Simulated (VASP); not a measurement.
An input for Ansatz (written as the equivalent of a VASP run, and not itself run):

Ansatz 0.2 input:
```yaml
crystal:
  lattice:
    - [0.0000000, 2.4853905, 2.4853905]
    - [2.4853905, 0.0000000, 2.4853905]
    - [2.4853905, 2.4853905, 0.0000000]
  atoms:
    - { symbol: Pd, position: [0.0000000, 0.0000000, 0.0000000] }
    - { symbol: S, position: [0.5000000, 0.5000000, 0.5000000] }
kpoints:
  mp_grid: { grid: [11, 11, 11] }
hamiltonian:
  xc: pbesol
  pseudopotentials: { kind: paw }
scf:
  occupations: { method: methfessel_paxton, width: 0.1 }
  max_iter: 100
relax:
  max_steps: 60
  f_tol: 0.01
  cell: {}
output: { forces: true, stress: true, eigenvalues: true }
```

**Question.** Translate this input to VASP (INCAR, KPOINTS, POSCAR, choice of POTCAR).

**Answer.** This is not unique; one that fits is 
**INCAR**
```
ALGO=Normal
EDIFF=1E-6
EDIFFG=-0.01
ENCUT=400
GGA=PS
IBRION=2
ISIF=3
ISMEAR=1
LASPH=.TRUE.
LCHARG=.FALSE.
LMAXMIX=4
LREAL=.FALSE.
LWAVE=.FALSE.
NELM=100
NSW=60
PREC=Accurate
SIGMA=0.1
SYSTEM=PdS
```

**POSCAR**
```
PdS
1
    0.0000000000     2.4853905497     2.4853905497
    2.4853905497    -0.0000000000     2.4853905497
    2.4853905497     2.4853905497    -0.0000000000
Pd S
1 1
Direct
  0.0000000000   0.0000000000   0.0000000000
  0.5000000000   0.5000000000   0.5000000000
```

### KPOINTS
```
Automatic mesh
0
Gamma
11 11 11
0 0 0
```

POTCAR, in this order: Pd S (PBE.64 set). Program: vasp_std.

Limits of the translation: each code has its own PAW files, so the cut-off isn't converted (ENCUT is set for VASP's; basis.ecutwfc is left out, and Ansatz then takes the one that its files recommend); Ansatz stops its SCF on the density residual and VASP on the energy change (EDIFF).

The structure was generated: PdS was put into the rock salt type (Fm-3m), which need not be its known phase. This run relaxes it. Symmetry was kept, so distortions that lower it aren't found. The start is the result of an earlier pass.
